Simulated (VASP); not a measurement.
All values below come from r2SCAN meta-GGA, VASP's PBE PAW potentials (set 64) (plane waves; VASP).

VASP ran on this input.

**INCAR**
```
ALGO = Normal
EDIFF = 1E-6
EDIFFG = -0.01
ENCUT = 400
IBRION = 2
ISIF = 3
ISMEAR = 0
LASPH = .TRUE.
LCHARG = .FALSE.
LMAXMIX = 4
LMIXTAU = .TRUE.
LREAL = .FALSE.
LWAVE = .FALSE.
METAGGA = R2SCAN
NELM = 100
NSW = 60
PREC = Accurate
SIGMA = 0.05
SYSTEM = Se
```

KPOINTS:
```
Automatic
0
G
 10 10 10
```

File POSCAR:
```
Se
1
   -1.7213010000     1.7213010000     1.7213010000
    1.7213010000    -1.7213010000     1.7213010000
    1.7213010000     1.7213010000    -1.7213010000
Se
1
Direct
  0.0000000000   0.0000000000   0.0000000000
```

POTCAR, in this order: Se (PBE.64 set). Program: vasp_std.

Output

OUTCAR:
```
 ion  position               nearest neighbor table
   1  0.000  0.000  0.000-
  LATTYP: Found a body centered cubic cell.
 ALAT       =     3.4426020000
 Subroutine PRICEL returns:
 Original cell was already a primitive cell.
 Subroutine GETGRP returns: Found 48 space group operations
The static configuration has the point symmetry O_h .
The dynamic configuration has the point symmetry O_h .
 Subroutine INISYM returns: Found 48 space group operations
 Subroutine IBZKPT returns following result:
 Found     47 irreducible k-points:

 Following reciprocal coordinates:
            Coordinates               Weight
  0.000000  0.000000  0.000000      1.000000
  0.100000  0.000000  0.000000     12.000000
  0.200000  0.000000  0.000000     12.000000
  0.300000  0.000000  0.000000     12.000000
  0.400000  0.000000  0.000000     12.000000
  0.500000  0.000000  0.000000      6.000000
  0.100000  0.100000  0.000000     24.000000
  0.200000  0.100000 -0.000000     48.000000
  0.300000  0.100000 -0.000000     48.000000
  0.400000  0.100000  0.000000     48.000000
  0.200000  0.200000  0.000000     24.000000
  0.300000  0.200000 -0.000000     48.000000
  0.400000  0.200000 -0.000000     24.000000
  0.300000  0.300000  0.000000     24.000000
  0.100000  0.100000  0.100000      8.000000
  0.200000  0.100000  0.100000     24.000000
  0.300000  0.100000  0.100000     24.000000
  0.400000  0.100000  0.100000     12.000000
 -0.100000  0.100000  0.100000      6.000000
  0.200000  0.200000  0.100000     24.000000
  0.300000  0.200000  0.100000     48.000000
 -0.200000  0.200000  0.100000     24.000000
  0.300000  0.300000  0.100000      8.000000
 -0.300000  0.300000  0.100000     24.000000
 -0.200000  0.300000  0.100000     24.000000
...
```

**OSZICAR**
```
       N       E                     dE             d eps       ncg     rms          rms(c)
DAV:   1    -0.411545212812E+01   -0.41155E+01   -0.27186E+03   665   0.630E+02
DAV:   2    -0.146319264397E+02   -0.10516E+02   -0.10438E+02   868   0.758E+01
DAV:   3    -0.148003789257E+02   -0.16845E+00   -0.16796E+00   861   0.104E+01
DAV:   4    -0.148005062795E+02   -0.12735E-03   -0.12735E-03  1064   0.325E-01
DAV:   5    -0.148005063037E+02   -0.24228E-07   -0.24280E-07   854   0.346E-03    0.309E+00
DAV:   6    -0.133482167406E+02    0.14523E+01   -0.27911E-01   798   0.475E+00    0.178E+00
DAV:   7    -0.138076539690E+02   -0.45944E+00   -0.19095E-01   700   0.434E+00    0.542E-01
DAV:   8    -0.135423791502E+02    0.26527E+00   -0.18721E-01   763   0.392E+00    0.104E-01
DAV:   9    -0.135486033340E+02   -0.62242E-02   -0.12265E-03   903   0.412E-01    0.648E-02
DAV:  10    -0.135527011265E+02   -0.40978E-02   -0.11787E-03   742   0.464E-01    0.870E-02
DAV:  11    -0.135538489312E+02   -0.11478E-02   -0.44793E-04   819   0.230E-01    0.342E-02
DAV:  12    -0.135538585812E+02   -0.96499E-05   -0.16741E-05   938   0.559E-02    0.194E-02
DAV:  13    -0.135538394880E+02    0.19093E-04   -0.75035E-06   784   0.279E-02    0.678E-03
DAV:  14    -0.135538702929E+02   -0.30805E-04   -0.18544E-05   721   0.508E-02    0.516E-03
DAV:  15    -0.135538699738E+02    0.31907E-06   -0.70588E-07   707   0.929E-03
   1 F= -.13553870E+02 E0= -.13552448E+02  d E =-.135539E+02
       N       E                     dE             d eps       ncg     rms          rms(c)
DAV:   1    -0.135570684052E+02   -0.31981E-02   -0.13228E-01   672   0.247E+00    0.379E-01
DAV:   2    -0.135548857947E+02    0.21826E-02   -0.39022E-03   728   0.522E-01    0.177E-01
DAV:   3    -0.135541665403E+02    0.71925E-03   -0.25401E-03   658   0.464E-01    0.565E-02
DAV:   4    -0.135546904057E+02   -0.52387E-03   -0.28910E-04   707   0.162E-01    0.507E-02
DAV:   5    -0.135546930892E+02   -0.26835E-05   -0.30452E-05   819   0.664E-02    0.997E-03
DAV:   6    -0.135546955394E+02   -0.24502E-05   -0.23679E-05   686   0.632E-02    0.218E-03
DAV:   7    -0.135547018635E+02   -0.63241E-05   -0.11574E-06   721   0.121E-02    0.129E-03
DAV:   8    -0.135547033623E+02   -0.14988E-05   -0.13754E-06   658   0.143E-02    0.444E-04
DAV:   9    -0.135547035769E+02   -0.21455E-06   -0.97450E-08   329   0.359E-03
   2 F= -.13554704E+02 E0= -.13553591E+02  d E =-.833603E-03
       N       E                     dE             d eps       ncg     rms          rms(c)
DAV:   1    -0.135549168633E+02   -0.21350E-03   -0.70054E-03   672   0.564E-01    0.865E-02
DAV:   2    -0.135548005074E+02    0.11636E-03   -0.21338E-04   742   0.122E-01    0.409E-02
DAV:   3    -0.135547619481E+02    0.38559E-04   -0.13309E-04   665   0.107E-01    0.121E-02
DAV:   4    -0.135547909619E+02   -0.29014E-04   -0.12962E-05   707   0.345E-02    0.110E-02
DAV:   5    -0.135547874119E+02    0.35500E-05   -0.17437E-06   735   0.165E-02    0.242E-03
DAV:   6    -0.135547902809E+02   -0.28689E-05   -0.12933E-06   665   0.148E-02    0.530E-04
DAV:   7    -0.135547901040E+02    0.17686E-06   -0.64109E-08   329   0.292E-03
   3 F= -.13554790E+02 E0= -.13553618E+02  d E =-.920130E-03
```

**OUTCAR**
```
------------------------ aborting loop because EDIFF is reached ----------------------------------------
  FORCE on cell =-STRESS in cart. coord.  units (eV):
  Direction    XX          YY          ZZ          XY          YZ          ZX
  --------------------------------------------------------------------------------------
  Total        0.0010280      0.0010280      0.0010280      0.0000000      0.0000000     -0.0000000
  in kB        0.0818899      0.0818899      0.0818899      0.0000000      0.0000000     -0.0000000
  external PRESSURE =       0.0818899 kB  Pullay stress =       0.0000000 kB
  volume of cell :       20.11
      direct lattice vectors                 reciprocal lattice vectors
    -1.713175411  1.713175411  1.713175411     0.000000000  0.291855695  0.291855695
     1.713175411 -1.713175411  1.713175411     0.291855695  0.000000000  0.291855695
     1.713175411  1.713175411 -1.713175411     0.291855695  0.291855695  0.000000000
 POSITION                                       TOTAL-FORCE (eV/Angst)
 -----------------------------------------------------------------------------------
      0.00000      0.00000     -0.00000         0.000000      0.000000     -0.000000
 -----------------------------------------------------------------------------------
    total drift:                                0.000000     -0.000000     -0.000000
  FREE ENERGIE OF THE ION-ELECTRON SYSTEM (eV)
  ---------------------------------------------------
  free  energy   TOTEN  =       -13.5547901040 eV

  energy  without entropy=      -13.5524452538  energy(sigma->0) =      -13.55361768

 reached required accuracy - stopping structural energy minimisation
```
(Selected blocks of OUTCAR.)

File CONTCAR:
```
Se
   1.00000000000000
    -1.7131754109117436    1.7131754109117436    1.7131754109117436
     1.7131754109117436   -1.7131754109117436    1.7131754109117436
     1.7131754109117436    1.7131754109117436   -1.7131754109117436
  Se
     1
Direct
     0.0000000000000000    0.0000000000000000    0.0000000000000000
```

The structure was generated: Se was put into the bcc type (Im-3m), which need not be its known phase. This run relaxes it. Symmetry was kept, so distortions that lower it aren't found.
